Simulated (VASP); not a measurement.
An input for Ansatz (written as the equivalent of a VASP run, and not itself run):

Ansatz 0.2 input:
```yaml
crystal:
  lattice:
    - [2.2528032, -3.9122789, 0.0000000]
    - [2.2528032, 3.9122789, 0.0000000]
    - [0.0000000, 0.0000000, 4.6169924]
  atoms:
    - { symbol: Ga, position: [0.1557018, 0.8442982, 0.9181997] }
    - { symbol: Ga, position: [0.3442982, 0.6557018, 0.4181997] }
    - { symbol: Ga, position: [0.6557018, 0.3442982, 0.5818003] }
    - { symbol: Ga, position: [0.8442982, 0.1557018, 0.0818003] }
kpoints:
  mp_grid: { grid: [8, 8, 6] }
hamiltonian:
  xc: pbe
  pseudopotentials: { kind: paw }
scf:
  occupations: { method: methfessel_paxton, width: 0.1 }
  max_iter: 100
output: { forces: true, stress: true, eigenvalues: true }
```

Question: Translate this input to VASP (INCAR, KPOINTS, POSCAR, choice of POTCAR).

Answer: Several could match; the one computed here: 
INCAR:
```
ENCUT = 480   # plane-wave cut-off (eV)
LCHARG = .FALSE.
GGA = PE
NELM = 100   # most electronic steps
LREAL = .FALSE.   # projection in real space or not
SYSTEM = Ga
EDIFF = 1E-7   # SCF stop (eV)
LMAXMIX = 4
LASPH = .TRUE.
PREC = Accurate
SIGMA = 0.1   # width (eV)
ISMEAR = 1   # Methfessel-Paxton
ALGO = Normal   # blocked Davidson
LWAVE = .FALSE.
ISIF = 2   # forces and stress, cell fixed
```

### POSCAR
```
Ga
1
    2.2528031505    -3.9122789238     0.0000000000
    2.2528031505     3.9122789238     0.0000000000
    0.0000000000     0.0000000000     4.6169924133
Ga
4
Direct
  0.1557018483   0.8442981517   0.9181997463
  0.3442981517   0.6557018483   0.4181997463
  0.6557018483   0.3442981517   0.5818002537
  0.8442981517   0.1557018483   0.0818002537
```

### KPOINTS
```
kpoints
0
Gamma
 8 8 6
0 0 0
```

POTCAR, in this order: Ga_d (PBE.64 set). Program: vasp_std.

The two are equivalent in intent, not identical: each code has its own PAW files, so the cut-off isn't converted (ENCUT is set for VASP's; basis.ecutwfc is left out, and Ansatz then takes the one that its files recommend); Ansatz stops its SCF on the density residual and VASP on the energy change (EDIFF).

The compound is Ga in the alpha structure. This cell was strained or had an atom moved on purpose.
